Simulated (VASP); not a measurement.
Given:

```
Al3Sc
1.0
    4.13509     0.00000     0.00000
    0.00000     4.13509     0.00000
    0.00000     0.00000     4.13509
Sc Al
1 3
Direct
  0.00000   0.00000   0.00000
  0.00000   0.50000   0.50000
  0.50000   0.00000   0.50000
  0.50000   0.50000   0.00000
```

Calculation: RPBE GGA, VASP's PBE PAW potentials (set 64) (plane waves; VASP). Run with 520 eV cut-off, Gaussian smearing of 0.050 eV, potentials Sc_sv Al.

Task: Give the energies of bands 5 to 13 at the high-symmetry points, in eV from the Fermi level.

Result: 
```
band      Γ      X      M      R
----  -----  -----  -----  -----
5     -9.81  -8.00  -6.58  -4.68
6     -2.52  -7.17  -5.54  -4.68
7     -2.52  -1.63  -5.54  -4.68
8     -1.77  -1.63  -4.25  -4.33
9     -1.77  -1.36  -0.47  -2.90
10    -1.77   0.79  -0.47  -2.90
11     1.29   0.98   1.22  -2.90
12     1.34   0.98   1.39   0.93
13     1.34   1.37   2.08   2.60
```

It has no gap at this level: it comes out as a metal or semimetal.

The compound is Al3Sc in the L1_2 structure. It was relaxed first.
